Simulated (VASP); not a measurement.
Computed with PBE GGA, VASP's PBE PAW potentials (set 64) (plane waves; VASP).

VASP input:

File KPOINTS:
```
Regular mesh
0
Gamma
  25 25 25
0 0 0
```

File POSCAR:
```
Ta
1
   -1.6602260000     1.6602260000     1.6602260000
    1.6602260000    -1.6602260000     1.6602260000
    1.6602260000     1.6602260000    -1.6602260000
Ta
1
Direct
  0.0000000000   0.0000000000   0.0000000000
```

### INCAR
```
ISMEAR = 1
ISIF = 2
LREAL = F
NELM = 100   ! most electronic steps
SYSTEM = Ta
ENCUT = 420   ! plane-wave cut-off (eV)
LASPH = T
GGA = PE
ALGO = Normal   ! blocked Davidson
SIGMA = 0.1   ! width (eV)
LWAVE = F
LMAXMIX = 6   ! l cut-off of mixed one-centre charges
LCHARG = F
EDIFF = 1E-09   ! SCF stop (eV)
PREC = Accurate
```

POTCAR, in this order: Ta_pv (PBE.64 set). Program: vasp_std.

The run wrote:

**OSZICAR**
```
       N       E                     dE             d eps       ncg     rms          rms(c)
DAV:   1     0.389218862454E+02    0.38922E+02   -0.59238E+03  8230   0.984E+02
DAV:   2    -0.116715217510E+02   -0.50593E+02   -0.49864E+02 10305   0.223E+02
DAV:   3    -0.122829504250E+02   -0.61143E+00   -0.59229E+00  9426   0.248E+01
DAV:   4    -0.122867648427E+02   -0.38144E-02   -0.38108E-02  9296   0.167E+00
DAV:   5    -0.122867884688E+02   -0.23626E-04   -0.23626E-04  9195   0.113E-01    0.132E+01
DAV:   6    -0.119219841465E+02    0.36480E+00   -0.41416E-01  8510   0.782E+00    0.637E+00
DAV:   7    -0.118126317924E+02    0.10935E+00   -0.33962E-01  8585   0.671E+00    0.384E-01
DAV:   8    -0.118114111119E+02    0.12207E-02   -0.42810E-03  8812   0.827E-01    0.129E-01
DAV:   9    -0.118113886347E+02    0.22477E-04   -0.15657E-04  8827   0.155E-01    0.322E-02
DAV:  10    -0.118113826198E+02    0.60149E-05   -0.42727E-06  9171   0.297E-02    0.532E-03
DAV:  11    -0.118113831843E+02   -0.56451E-06   -0.18474E-07  9271   0.620E-03    0.544E-04
DAV:  12    -0.118113831513E+02    0.32963E-07   -0.25135E-09  8860   0.629E-04    0.108E-04
DAV:  13    -0.118113831802E+02   -0.28913E-07   -0.22268E-10  4794   0.204E-04    0.176E-05
DAV:  14    -0.118113831819E+02   -0.17003E-08   -0.77264E-12  4261   0.408E-05    0.447E-06
DAV:  15    -0.118113831821E+02   -0.13847E-09   -0.91659E-13  4226   0.109E-05
   1 F= -.11811383E+02 E0= -.11811228E+02  d E =-.465286E-03
```

OUTCAR:
```
------------------------ aborting loop because EDIFF is reached ----------------------------------------
  FORCE on cell =-STRESS in cart. coord.  units (eV):
  Direction    XX          YY          ZZ          XY          YZ          ZX
  --------------------------------------------------------------------------------------
  Total       -0.0051641     -0.0051641     -0.0051641     -0.0000000     -0.0000000      0.0000000
  in kB       -0.4520069     -0.4520069     -0.4520069     -0.0000000     -0.0000000      0.0000000
  external PRESSURE =      -0.4520069 kB  Pullay stress =       0.0000000 kB
  volume of cell :       18.30
      direct lattice vectors                 reciprocal lattice vectors
    -1.660226000  1.660226000  1.660226000     0.000000000  0.301163817  0.301163817
     1.660226000 -1.660226000  1.660226000     0.301163817  0.000000000  0.301163817
     1.660226000  1.660226000 -1.660226000     0.301163817  0.301163817  0.000000000
 POSITION                                       TOTAL-FORCE (eV/Angst)
 -----------------------------------------------------------------------------------
      0.00000      0.00000      0.00000        -0.000000     -0.000000     -0.000000
 -----------------------------------------------------------------------------------
    total drift:                                0.000000     -0.000000      0.000000
  FREE ENERGIE OF THE ION-ELECTRON SYSTEM (eV)
  ---------------------------------------------------
  free  energy   TOTEN  =       -11.8113831821 eV

  energy  without entropy=      -11.8109178962  energy(sigma->0) =      -11.81122809
```
(Selected blocks of OUTCAR.)

The structure comes from a computed database's Ta entry; how it stands against other phases isn't given here. The cell was not relaxed at this level. The run is one of a series of settings (EDIFF = 1E-09, ENCUT = 420, KPOINTS 25×25×25 Γ-centred mesh against the base run), some of them coarse on purpose.
